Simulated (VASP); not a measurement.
An input for Quantum ESPRESSO's pw.x (written as the equivalent of a VASP run, and not itself run):

```
&CONTROL
  calculation = 'vc-relax'
  pseudo_dir = './pseudo'
  outdir = './out'
  tprnfor = .true.
  tstress = .true.
  nstep = 40
  forc_conv_thr = 0.00078
/
&SYSTEM
  ibrav = 0
  nat = 2
  ntyp = 2
  ecutwfc = 86
  occupations = 'smearing'
  smearing = 'methfessel-paxton'
  degauss = 0.00735
  input_dft = 'pbesol'
/
&ELECTRONS
  conv_thr = 7.3e-08
  electron_maxstep = 100
/
&IONS
/
&CELL
  press = 200
/
ATOMIC_SPECIES
  Hg 200.592 Hg.upf
  Se 78.971 Se.upf
CELL_PARAMETERS angstrom
    -0.0000000    2.8539759    2.8539759
     2.8539759   -0.0000000    2.8539759
     2.8539759    2.8539759    0.0000000
ATOMIC_POSITIONS crystal
  Hg   1.0000000  1.0000000  1.0000000
  Se   0.2500000  0.2500000  0.2500000
K_POINTS automatic
  11 11 11 0 0 0
```

### Question
Translate this input to VASP (INCAR, KPOINTS, POSCAR, choice of POTCAR).

### Answer
This is not unique; one that fits is 
**POSCAR**
```
HgSe
1
   -0.0000000000     2.8539759117     2.8539759117
    2.8539759117    -0.0000000000     2.8539759117
    2.8539759117     2.8539759117     0.0000000000
Hg Se
1 1
Direct
  1.0000000000   1.0000000000   1.0000000000
  0.2500000000   0.2500000000   0.2500000000
```

### KPOINTS
```
Automatic
0
Gamma
 11 11 11
```

INCAR:
```
PREC = Accurate
LASPH = .TRUE.   # aspherical one-centre terms
EDIFFG = -0.02
IBRION = 2
SIGMA = 0.1   # width (eV)
ALGO = Normal
ISMEAR = 1   # Methfessel-Paxton
LMAXMIX = 6
LREAL = .FALSE.   # projection in real space or not
LWAVE = .FALSE.
PSTRESS = 200   # kbar
NSW = 40   # most ionic steps
GGA = PS   # PBEsol
NELM = 100
LCHARG = .FALSE.
ENCUT = 500   # plane-wave cut-off (eV)
ISIF = 3   # ions, shape and volume
EDIFF = 1E-6   # SCF stop (eV)
SYSTEM = HgSe
```

POTCAR, in this order: Hg Se (PBE.64 set). Program: vasp_std.

The two are equivalent in intent, not identical: the potentials are each code's own (VASP's PAW set, PseudoDojo norm-conserving files in pw.x), so ENCUT and ecutwfc are chosen apart and not converted; conv_thr bounds pw.x's estimated SCF error, while EDIFF bounds the energy change between steps; forc_conv_thr acts on force components and is met together with etot_conv_thr.

The structure was generated: HgSe was put into the zinc blende type (F-43m), which need not be its known phase. It was relaxed first under an external pressure of 20 GPa.
